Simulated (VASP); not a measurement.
OSZICAR of a VASP run on CuZn (CsCl type):

OSZICAR:
```
       N       E                     dE             d eps       ncg     rms          rms(c)
DAV:   1     0.107168605063E+03    0.10717E+03   -0.11436E+04  2696   0.263E+03
DAV:   2    -0.505475993127E+01   -0.11222E+03   -0.10932E+03  2527   0.330E+02
DAV:   3    -0.796421183092E+01   -0.29095E+01   -0.28996E+01  3088   0.727E+01
DAV:   4    -0.798453568960E+01   -0.20324E-01   -0.20322E-01  2968   0.527E+00
DAV:   5    -0.798480041906E+01   -0.26473E-03   -0.26473E-03  3374   0.626E-01    0.114E+01
DAV:   6    -0.747686897425E+01    0.50793E+00   -0.16575E+01  2737   0.121E+02    0.549E+00
DAV:   7    -0.668733228999E+01    0.78954E+00   -0.38534E+00  2768   0.118E+02    0.323E+00
DAV:   8    -0.667386776032E+01    0.13465E-01   -0.16174E-01  2682   0.582E+00    0.161E+00
DAV:   9    -0.666061063721E+01    0.13257E-01   -0.15825E-02  3611   0.307E+00    0.153E-01
DAV:  10    -0.666050291377E+01    0.10772E-03   -0.11407E-03  4030   0.917E-01    0.407E-02
DAV:  11    -0.666050042041E+01    0.24934E-05   -0.12636E-04  3350   0.424E-01    0.108E-02
DAV:  12    -0.666049993337E+01    0.48704E-06   -0.14036E-05  3356   0.118E-01    0.376E-03
DAV:  13    -0.666049988756E+01    0.45802E-07   -0.51171E-07  1491   0.185E-02
   1 F= -.26376819E+01 E0= -.26377882E+01  d E =-.263768E+01
       N       E                     dE             d eps       ncg     rms          rms(c)
DAV:   1    -0.103776163674E+02   -0.37171E+01   -0.50670E+01  2520   0.173E+02    0.165E+01
DAV:   2    -0.742458552327E+01    0.29530E+01   -0.28068E+01  2562   0.160E+02    0.608E+00
DAV:   3    -0.640535934310E+01    0.10192E+01   -0.54382E+00  2692   0.142E+02    0.354E+00
DAV:   4    -0.627163290858E+01    0.13373E+00   -0.43083E-01  3848   0.200E+01    0.154E+00
DAV:   5    -0.622116996138E+01    0.50463E-01   -0.20647E-02  4243   0.306E+00    0.167E-01
DAV:   6    -0.622123831629E+01   -0.68355E-04   -0.16813E-03  4064   0.929E-01    0.750E-02
DAV:   7    -0.622127055587E+01   -0.32240E-04   -0.12538E-04  3963   0.227E-01    0.137E-02
DAV:   8    -0.622127078877E+01   -0.23290E-06   -0.21295E-05  2869   0.109E-01    0.457E-03
DAV:   9    -0.622127054679E+01    0.24198E-06   -0.89186E-07  1372   0.279E-02
   2 F= -.25855759E+01 E0= -.25857840E+01  d E =0.521060E-01
       N       E                     dE             d eps       ncg     rms          rms(c)
DAV:   1    -0.803787444744E+01   -0.18166E+01   -0.22037E+01  2520   0.128E+02    0.901E+00
DAV:   2    -0.685772540841E+01    0.11801E+01   -0.75030E+00  2548   0.789E+01    0.300E+00
DAV:   3    -0.663904082036E+01    0.21868E+00   -0.15783E+00  2677   0.443E+01    0.271E+00
DAV:   4    -0.656012946231E+01    0.78911E-01   -0.14243E-01  3344   0.147E+01    0.100E+00
DAV:   5    -0.653978664153E+01    0.20343E-01   -0.12960E-02  4201   0.211E+00    0.788E-02
DAV:   6    -0.653972748507E+01    0.59156E-04   -0.95607E-04  3494   0.776E-01    0.268E-02
DAV:   7    -0.653974671203E+01   -0.19227E-04   -0.30054E-05  4289   0.140E-01    0.830E-03
DAV:   8    -0.653974790497E+01   -0.11929E-05   -0.94748E-06  3238   0.778E-02    0.321E-03
DAV:   9    -0.653974770205E+01    0.20291E-06   -0.69992E-07  1316   0.328E-02
   3 F= -.26640052E+01 E0= -.26641869E+01  d E =-.263233E-01
```

**Question.** Which electronic solver shows in the log?

**Answer.** It is blocked Davidson (ALGO = Normal, or the opening steps of other solvers). The INCAR had ALGO = Normal.

**Question.** Can the final energy be trusted as converged?

**Answer.** The calculation finished and met its thresholds. It stopped with EDIFF = 1E-6, NELM = 100, NSW = 40 and EDIFFG = -0.02 after 3 ionic steps (LDA (Ceperley-Alder, Perdew-Zunger), plane waves, VASP's LDA PAW potentials (set 64)). Energy and stress use the plane-wave basis of the starting cell.

The compound is CuZn in the CsCl type structure. This run relaxes it under an external pressure of 30 GPa. Symmetry was kept, so distortions that lower it aren't found. The electron count is odd and the run is not spin-polarised, which forces a metal.
